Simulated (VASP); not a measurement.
These are PBE GGA, VASP's PBE PAW potentials (set 64) (plane waves; VASP) values and carry that method's errors.

A VASP calculation is set up with these files.

File POSCAR:
```
Cd
1
    1.5198000000    -2.6323710000     0.0000000000
    1.5198000000     2.6323710000     0.0000000000
    0.0000000000     0.0000000000     5.7324000000
Cd
2
Direct
  0.3333330000   0.6666670000   0.2500000000
  0.6666670000   0.3333330000   0.7500000000
```

**INCAR**
```
SYSTEM = Cd
PREC = Accurate
ENCUT = 400
EDIFF = 1E-6
NELM = 100
ALGO = Normal
LREAL = .FALSE.
LASPH = .TRUE.
ISMEAR = 1
SIGMA = 0.1
GGA = PE
LMAXMIX = 4
LWAVE = .FALSE.
LCHARG = .FALSE.
ISIF = 2
```

**KPOINTS**
```
Regular mesh
0
Gamma
  12 12 6
0 0 0
```

POTCAR, in this order: Cd (PBE.64 set). Program: vasp_std.

Output

OSZICAR:
```
       N       E                     dE             d eps       ncg     rms          rms(c)
DAV:   1     0.141764732514E+03    0.14176E+03   -0.11581E+04  2448   0.122E+03
DAV:   2     0.127743437170E+01   -0.14049E+03   -0.13794E+03  2536   0.341E+02
DAV:   3    -0.157335435083E+01   -0.28508E+01   -0.28477E+01  2928   0.580E+01
DAV:   4    -0.157646747380E+01   -0.31131E-02   -0.31131E-02  2904   0.167E+00
DAV:   5    -0.157647645252E+01   -0.89787E-05   -0.89789E-05  2896   0.818E-02    0.394E+00
DAV:   6    -0.149220795403E+01    0.84268E-01   -0.25807E-01  2616   0.638E+00    0.322E+00
DAV:   7    -0.148869375211E+01    0.35142E-02   -0.26923E-02  2760   0.164E+00    0.158E+00
DAV:   8    -0.148919762468E+01   -0.50387E-03   -0.31981E-03  2632   0.800E-01    0.872E-02
DAV:   9    -0.148925241051E+01   -0.54786E-04   -0.29721E-05  3136   0.606E-02    0.308E-02
DAV:  10    -0.148928591992E+01   -0.33509E-04   -0.33058E-05  2656   0.666E-02    0.283E-03
DAV:  11    -0.148928630003E+01   -0.38010E-06   -0.22962E-08  1800   0.164E-03
   1 F= -.14892863E+01 E0= -.14895172E+01  d E =0.692850E-03
```

**OUTCAR**
```
------------------------ aborting loop because EDIFF is reached ----------------------------------------
  FORCE on cell =-STRESS in cart. coord.  units (eV):
  Direction    XX          YY          ZZ          XY          YZ          ZX
  --------------------------------------------------------------------------------------
  Total       -0.4802124     -0.4802124      0.2234212      0.0000000     -0.0000000      0.0000000
  in kB      -16.7742799    -16.7742823      7.8043172      0.0000000     -0.0000000      0.0000000
  external PRESSURE =      -8.5814150 kB  Pullay stress =       0.0000000 kB
  volume of cell :       45.87
      direct lattice vectors                 reciprocal lattice vectors
     1.519800000 -2.632371000  0.000000000     0.328990657 -0.189942831  0.000000000
     1.519800000  2.632371000  0.000000000     0.328990657  0.189942831  0.000000000
     0.000000000  0.000000000  5.732400000     0.000000000  0.000000000  0.174447003
 POSITION                                       TOTAL-FORCE (eV/Angst)
 -----------------------------------------------------------------------------------
      1.51980      0.87746      1.43310         0.000000      0.000000      0.000000
      1.51980     -0.87746      4.29930        -0.000000     -0.000000      0.000000
 -----------------------------------------------------------------------------------
    total drift:                                0.000013      0.000207      0.000002
  FREE ENERGIE OF THE ION-ELECTRON SYSTEM (eV)
  ---------------------------------------------------
  free  energy   TOTEN  =        -1.4892863000 eV

  energy  without entropy=       -1.4899791498  energy(sigma->0) =       -1.48951725
```
(Selected blocks of OUTCAR.)

The compound is Cd in the hcp structure. The cell was not relaxed at this level.
